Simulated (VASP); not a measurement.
Energy against volume of CdTe (zinc blende). Level of theory: LDA (Ceperley-Alder, Perdew-Zunger), VASP's LDA PAW potentials (set 64) (plane waves; VASP). Run with 520 eV cut-off, 7×7×7 Γ-centred mesh, Gaussian smearing of 0.050 eV, potentials Cd Te.

```csv
V (Å³/atom),E (eV/atom)
31.120,-3.00553
32.113,-3.02023
33.106,-3.02471
34.100,-3.02062
```

Question: Fit these four points and predict the energy of the run at 35.093 Å³/atom.

Answer: A cubic in V^(−2/3), the third-order Birch-Murnaghan form, passes through the four points with V0 = 33.10 Å³/atom and B0 = 46 GPa, and gives -3.0094 eV/atom there. The run gave -3.0093 eV/atom, +0.0 meV/atom from the fit; all five points give B0 = 46 GPa.

The compound is CdTe in the zinc blende structure. It was relaxed first.
